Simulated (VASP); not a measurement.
# AlSn: equation of state with PBEsol

The system is AlSn.

```
Sn Al
1.0
     4.12910    0.00000    0.00000
    -2.06455    3.57590    0.00000
     0.00000    0.00000    3.29534
Sn Al
1 1
Direct
  0.33333 0.66667 0.50000
  0.00000 0.00000 0.00000
```

The cell comes from a database or a generator and needn't be the stable form of this composition.

| Item | Value |
| --- | --- |
| Program | VASP 6.6.1 |
| Task | equation of state |
| Functional | PBEsol |
| Potentials or basis | VASP PAW PBE potentials, release 64 (Sn_d, Al) |
| Cutoff | 520 eV |
| k mesh | 6 × 6 × 8 |
| Occupations | fermi-dirac, width 0.05 eV |
| Spin | no spin polarisation |
| Ladder | gaps |
| Further INCAR settings | ALGO = Normal; EDIFF = 1e-07 |

* Equilibrium volume: 24.33 Å³/atom
* Bulk modulus at fixed shape and positions: 56 GPa
* Pressure derivative of the bulk modulus: 4.2 (rough: it moves with the points fitted)

Energy against volume, from the lowest point:
| volume (Å³/atom) | energy (meV/atom) |
| --- | --- |
| 23.355 | 7.31 |
| 23.842 | 1.78 |
| 24.328 | 0.00 |
| 24.815 | 1.62 |
| 25.301 | 6.28 |

All runs of the series together: 110 s on 1 thread of Intel(R) Xeon(R) Platinum 8488C (Sapphire Rapids), on a shared host.

Caveat: the cell was scaled at fixed shape and fractional positions, which overstates the stiffness of a crystal with free parameters, most of all of layers and chains; the PAW data sets were made with another functional, which shifts forces and pressure a little.
